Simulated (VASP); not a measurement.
Data:

```
KF
1.0
    0.00000     2.71038     2.71038
    2.71038     0.00000     2.71038
    2.71038     2.71038     0.00000
K F
1 1
Direct
  0.00000   0.00000   0.00000
  0.50000   0.50000   0.50000
```

These are PBE GGA, VASP's PBE PAW potentials (set 64) (plane waves; VASP 6.6.1) values and carry that method's errors. Numerical set-up: PREC = Normal, EDIFF = 1E-5, 450 eV cut-off, 9×9×9 Γ-centred mesh, Gaussian smearing of 0.050 eV, potentials K_sv F.

At this cut-off the stress carries a Pulay error, which pulls relaxed volumes low.

### Question
Give the stress tensor in GPa (positive for a compressed cell).

### Answer

```
-1.08   0.00   0.00
 0.00  -1.08   0.00
 0.00   0.00  -1.08
```
The pressure is its mean diagonal, -1.08 GPa.

The compound is KF in the rock salt structure. It was relaxed first.
